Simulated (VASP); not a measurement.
Sb2Se3 (Antimonselite):

```
Sb Se
1.0
    11.77000    0.00000    0.00000
     0.00000    3.96200    0.00000
     0.00000    0.00000   11.62000
Sb Se
8 12
Cartesian
  0.3590 0.9905 3.8114
  11.4110 2.9715 7.8086
  5.5260 2.9715 9.6214
  6.2440 0.9905 1.9986
  1.7396 2.9715 0.4613
  10.0304 0.9905 11.1587
  4.1454 0.9905 6.2713
  7.6246 2.9715 5.3487
  0.6285 0.9905 10.1466
  11.1415 2.9715 1.4734
  5.2565 2.9715 4.3366
  6.5135 0.9905 7.2834
  1.5325 2.9715 5.1523
  10.2375 0.9905 6.4677
  4.3525 0.9905 10.9623
  7.4175 2.9715 0.6577
  2.5094 0.9905 2.2485
  9.2606 2.9715 9.3715
  3.3756 2.9715 8.0585
  8.3944 0.9905 3.5615
```

| Property | Result |
| --- | --- |
| Program | VASP 6.6.1 |
| Task | relaxation of cell and atoms |
| Functional | PBE |
| Dispersion | D3(BJ) |
| Potentials or basis | VASP PAW PBE potentials, release 64 (Sb, Se) |
| Cutoff | 600 eV |
| k mesh | 4 × 8 × 4 |
| Occupations | gaussian, width 0.03 eV |
| Spin | no spin polarisation |

At the start: pressure 1.0 GPa; volume 27.09 Å³/atom.

Q: Where does the relaxation end?

A: Over 27 steps the energy falls by 10.9 meV/atom and the volume is 26.37 Å³/atom (-2.7 %); space group Pnma (No. 62, to 0.05 Å).

The path:
```tsv
step	energy change (eV)	largest force (eV/Å)	pressure (GPa)	volume (Å³)
1	0.0000	0.4902	0.99	541.87
2	-0.0653	0.1171	-1.38	555.16
3	-0.0859	0.1577	-0.63	550.69
4	-0.1296	0.1403	-0.42	545.28
5	-0.1730	0.1424	0.24	531.62
6	-0.1907	0.1224	-0.12	531.54
7	-0.1920	0.1374	-0.26	531.50
8	-0.2015	0.0805	0.30	526.43
9	-0.2021	0.0777	0.18	527.47
10	-0.2073	0.0573	-0.03	529.09
11	-0.2076	0.0626	-0.10	529.61
12	-0.2109	0.0678	0.05	528.75
13	-0.2113	0.0720	0.11	528.41
14	-0.2138	0.0547	-0.05	529.53
15	-0.2140	0.0509	-0.13	530.09
16	-0.2159	0.0454	-0.02	528.90
17	-0.2159	0.0457	0.01	528.61
18	-0.2168	0.0249	-0.02	528.60
19	-0.2171	0.0337	-0.07	528.59
20	-0.2176	0.0260	0.01	527.83
21	-0.2177	0.0309	0.06	527.36
22	-0.2181	0.0158	0.02	527.38
23	-0.2183	0.0208	0.00	527.40
24	-0.2185	0.0131	0.00	527.35
25	-0.2185	0.0110	0.01	527.31
26	-0.2185	0.0126	0.01	527.30
27	-0.2187	0.0093	0.01	527.41
```

Final structure:
```yaml
crystal:
  lattice:
    - [11.65645, 0.00000, 0.00000]
    - [0.00000, 3.98698, 0.00000]
    - [0.00000, 0.00000, 11.34844]
  atoms:
    - { symbol: Sb, position: [0.01947, 0.25000, 0.32899] }
    - { symbol: Sb, position: [0.98053, 0.75000, 0.67101] }
    - { symbol: Sb, position: [0.48053, 0.75000, 0.82899] }
    - { symbol: Sb, position: [0.51947, 0.25000, 0.17101] }
    - { symbol: Sb, position: [0.15190, 0.75000, 0.03916] }
    - { symbol: Sb, position: [0.84810, 0.25000, 0.96084] }
    - { symbol: Sb, position: [0.34810, 0.25000, 0.53916] }
    - { symbol: Sb, position: [0.65190, 0.75000, 0.46084] }
    - { symbol: Se, position: [0.05570, 0.25000, 0.86736] }
    - { symbol: Se, position: [0.94430, 0.75000, 0.13264] }
    - { symbol: Se, position: [0.44430, 0.75000, 0.36736] }
    - { symbol: Se, position: [0.55570, 0.25000, 0.63264] }
    - { symbol: Se, position: [0.12889, 0.75000, 0.44701] }
    - { symbol: Se, position: [0.87111, 0.25000, 0.55299] }
    - { symbol: Se, position: [0.37111, 0.25000, 0.94701] }
    - { symbol: Se, position: [0.62889, 0.75000, 0.05299] }
    - { symbol: Se, position: [0.21650, 0.25000, 0.19833] }
    - { symbol: Se, position: [0.78350, 0.75000, 0.80167] }
    - { symbol: Se, position: [0.28350, 0.75000, 0.69833] }
    - { symbol: Se, position: [0.71650, 0.25000, 0.30167] }
```
